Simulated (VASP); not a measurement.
Level of theory: PBEsol GGA, VASP's PBE PAW potentials (set 64) (plane waves; VASP).

VASP input:

INCAR:
```
SYSTEM = Cu
PREC = Accurate
ENCUT = 400
EDIFF = 1E-7
NELM = 100
ALGO = Normal
LREAL = .FALSE.
LASPH = .TRUE.
ISMEAR = -5
GGA = PS
LMAXMIX = 4
LWAVE = .FALSE.
LCHARG = .TRUE.
LORBIT = 11
NEDOS = 601
ISIF = 2
```

**POSCAR**
```
Cu
1.0
  2.3577118694   0.0000000000   0.0000000000
  0.0000000000   2.3577118694   0.0000000000
  0.0000000000   0.0000000000   2.3577118694
Cu
1
Cartesian
  0.0000000000   0.0000000000   0.0000000000
```

KPOINTS:
```
kpoints
0
Gamma
 17 17 17
```

POTCAR, in this order: Cu (PBE.64 set). Program: vasp_std.

The run wrote:

OSZICAR:
```
       N       E                     dE             d eps       ncg     rms          rms(c)
DAV:   1     0.317443340917E+02    0.31744E+02   -0.47966E+03  3037   0.161E+03
DAV:   2    -0.433371938496E+01   -0.36078E+02   -0.34339E+02  2998   0.180E+02
DAV:   3    -0.468811895161E+01   -0.35440E+00   -0.35358E+00  3491   0.262E+01
DAV:   4    -0.469063610398E+01   -0.25172E-02   -0.25158E-02  3472   0.203E+00
DAV:   5    -0.469067390067E+01   -0.37797E-04   -0.37777E-04  3280   0.201E-01    0.795E+00
DAV:   6    -0.427127020110E+01    0.41940E+00   -0.18462E+01  3149   0.999E+01    0.447E+00
DAV:   7    -0.379615185300E+01    0.47512E+00   -0.30293E+00  3163   0.404E+01    0.328E-01
DAV:   8    -0.379014454081E+01    0.60073E-02   -0.31620E-02  3444   0.420E+00    0.480E-01
DAV:   9    -0.378628423938E+01    0.38603E-02   -0.29481E-02  3209   0.360E+00    0.586E-02
DAV:  10    -0.378623348445E+01    0.50755E-04   -0.39616E-04  3935   0.427E-01    0.460E-03
DAV:  11    -0.378623486477E+01   -0.13803E-05   -0.36938E-06  4259   0.260E-02    0.244E-03
DAV:  12    -0.378623421897E+01    0.64581E-06   -0.63357E-07  2538   0.171E-02    0.148E-04
DAV:  13    -0.378623428407E+01   -0.65101E-07   -0.68903E-09  1637   0.146E-03
   1 F= -.37862343E+01 E0= -.37862343E+01  d E =0.000000E+00
```

**OUTCAR**
```
------------------------ aborting loop because EDIFF is reached ----------------------------------------
  FORCE on cell =-STRESS in cart. coord.  units (eV):
  Direction    XX          YY          ZZ          XY          YZ          ZX
  --------------------------------------------------------------------------------------
  Total       -0.0060945     -0.0060945     -0.0060945      0.0000000     -0.0000000     -0.0000000
  in kB       -0.7450322     -0.7450322     -0.7450322      0.0000000     -0.0000000     -0.0000000
  external PRESSURE =      -0.7450322 kB  Pullay stress =       0.0000000 kB
  volume of cell :       13.11
      direct lattice vectors                 reciprocal lattice vectors
     2.357711869  0.000000000  0.000000000     0.424140037  0.000000000  0.000000000
     0.000000000  2.357711869  0.000000000     0.000000000  0.424140037  0.000000000
     0.000000000  0.000000000  2.357711869     0.000000000  0.000000000  0.424140037
 POSITION                                       TOTAL-FORCE (eV/Angst)
 -----------------------------------------------------------------------------------
      0.00000      0.00000      0.00000         0.000000      0.000000      0.000000
 -----------------------------------------------------------------------------------
    total drift:                                0.000000      0.000000      0.000000
  FREE ENERGIE OF THE ION-ELECTRON SYSTEM (eV)
  ---------------------------------------------------
  free  energy   TOTEN  =        -3.7862342841 eV

  energy  without entropy=       -3.7862342841  energy(sigma->0) =       -3.78623428

 total charge

# of ion       s       p       d       tot
------------------------------------------
    1        0.483   0.336   9.204  10.022
```
(Selected blocks of OUTCAR.)

OUTCAR:
```
 val. band max:        6.0694275370   @ k =   0.4706   0.1176   0.1176

 cond. band min:       6.0448993644   @ k =   0.3529   0.3529   0.0588


 Fermi energy:         6.0263735741

 k-point     1 :       0.0000    0.0000    0.0000
  band No.  band energies     occupation
      1      -2.4026      2.00000
      2       1.9933      2.00000
      3       1.9933      2.00000
      4       4.7277      2.00000
      5       4.7277      2.00000
      6       4.7277      2.00000
      7      24.1956      0.00000
      8      24.1956      0.00000
      9      24.1956      0.00000

 k-point     2 :       0.0588    0.0000    0.0000
  band No.  band energies     occupation
      1      -2.3042      2.00000
      2       2.0049      2.00000
      3       2.0315      2.00000
      4       4.6970      2.00000
      5       4.6970      2.00000
      6       4.7302      2.00000
      7      22.7374      0.00000
      8      24.3242      0.00000
      9      24.3242      0.00000

 k-point     3 :       0.1176    0.0000    0.0000
  band No.  band energies     occupation
      1      -2.0125      2.00000
      2       2.0380      2.00000
      3       2.1437      2.00000
      4       4.6101      2.00000
      5       4.6101      2.00000
      6       4.7373      2.00000
      7      20.3092      0.00000
      8      24.7049      0.00000
      9      24.7049      0.00000

 k-point     4 :       0.1765    0.0000    0.0000
  band No.  band energies     occupation
      1      -1.5398      2.00000
      2       2.0887      2.00000
      3       2.3250      2.00000
      4       4.4814      2.00000
      5       4.4814      2.00000
      6       4.7481      2.00000
      7      17.8337      0.00000
      8      25.3231      0.00000
      9      25.3231      0.00000

 k-point     5 :       0.2353    0.0000    0.0000
  band No.  band energies     occupation
      1      -0.9107      2.00000
      2       2.1505      2.00000
      3       2.5701      2.00000
...
```

For a metal the tetrahedron method with Blöchl corrections gives inexact stress and forces.

The structure was generated: Cu was put into the simple-cubic type (Pm-3m), which need not be its known phase. It was relaxed first.
